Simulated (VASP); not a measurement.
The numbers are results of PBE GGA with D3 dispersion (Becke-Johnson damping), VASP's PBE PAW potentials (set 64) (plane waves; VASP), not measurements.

Input for VASP

**KPOINTS**
```
Automatic mesh
0
Gamma
11 11 6
0 0 0
```

### POSCAR
```
Ho
1
    1.7807281895    -3.0843117522     0.0000000000
    1.7807281895     3.0843117522     0.0000000000
   -0.0000000000    -0.0000000000     5.4777452077
Ho
2
Direct
  0.3333330000   0.6666670000   0.2500000000
  0.6666670000   0.3333330000   0.7500000000
```

### INCAR
```
ALGO = Normal
EDIFF = 1E-6
EDIFFG = -0.01
ENCUT = 520
GGA = PE
IBRION = 2
ISIF = 3
ISMEAR = 1
IVDW = 12
LASPH = .True.
LCHARG = .False.
LMAXMIX = 6
LREAL = .False.
LWAVE = .False.
NELM = 100
NSW = 60
PREC = Accurate
SIGMA = 0.1
SYSTEM = Ho
```

POTCAR, in this order: Ho_3 (PBE.64 set). Program: vasp_std.

Output

File OSZICAR:
```
       N       E                     dE             d eps       ncg     rms          rms(c)
DAV:   1     0.908253644606E+02    0.90825E+02   -0.82439E+03  1845   0.129E+03
DAV:   2    -0.360473377218E+01   -0.94430E+02   -0.92812E+02  2423   0.553E+02
DAV:   3    -0.876205744818E+01   -0.51573E+01   -0.47452E+01  2776   0.964E+01
DAV:   4    -0.900024837055E+01   -0.23819E+00   -0.22978E+00  2855   0.124E+01
DAV:   5    -0.900565648650E+01   -0.54081E-02   -0.53949E-02  2763   0.235E+00    0.248E+01
DAV:   6    -0.901024995482E+01   -0.45935E-02   -0.24279E-02  2803   0.209E+00    0.148E+01
DAV:   7    -0.902047171811E+01   -0.10222E-01   -0.44102E-02  2653   0.293E+00    0.318E-01
DAV:   8    -0.902020495875E+01    0.26676E-03   -0.26825E-03  2417   0.579E-01    0.649E-02
DAV:   9    -0.902022119262E+01   -0.16234E-04   -0.19792E-04  2782   0.169E-01    0.321E-02
DAV:  10    -0.902021533029E+01    0.58623E-05   -0.24237E-05  2790   0.520E-02    0.410E-02
DAV:  11    -0.902021593630E+01   -0.60601E-06   -0.14493E-06  1612   0.138E-02
   1 F= -.97268615E+01 E0= -.97283416E+01  d E =-.972686E+01
```

**OUTCAR**
```
------------------------ aborting loop because EDIFF is reached ----------------------------------------
 Edisp (eV)   -0.70665
  FORCE on cell =-STRESS in cart. coord.  units (eV):
  Direction    XX          YY          ZZ          XY          YZ          ZX
  --------------------------------------------------------------------------------------
  Total      -0.00970    -0.00970     0.01077     0.00000     0.00000    -0.00000
  in kB      -0.25829    -0.25829     0.28668     0.00000     0.00000    -0.00000
  external pressure =       -0.08 kB  Pullay stress =        0.00 kB
  volume of cell :       60.17
      direct lattice vectors                 reciprocal lattice vectors
     1.780728190 -3.084311752  0.000000000     0.280784009 -0.162110720  0.000000000
     1.780728190  3.084311752  0.000000000     0.280784009  0.162110720  0.000000000
     0.000000000  0.000000000  5.477745208     0.000000000  0.000000000  0.182556866
 POSITION                                       TOTAL-FORCE (eV/Angst)
 -----------------------------------------------------------------------------------
      1.78073      1.02811      1.36944         0.000000      0.000000      0.000000
      1.78073     -1.02811      4.10831         0.000000     -0.000000      0.000000
 -----------------------------------------------------------------------------------
    total drift:                               -0.000002      0.000088     -0.000011
  FREE ENERGIE OF THE ION-ELECTRON SYSTEM (eV)
  ---------------------------------------------------
  free  energy   TOTEN  =        -9.7268615383 eV

  energy  without entropy=       -9.7313016093  energy(sigma->0) =       -9.72834156

 reached required accuracy - stopping structural energy minimisation
```
(Selected blocks of OUTCAR.)

The 4f electrons are frozen in the core of the lanthanide potential, so 4f levels, which can set the real gap, and their magnetism are missing.

The compound is Ho in the hcp structure. It was relaxed first. The start is the result of an earlier pass.
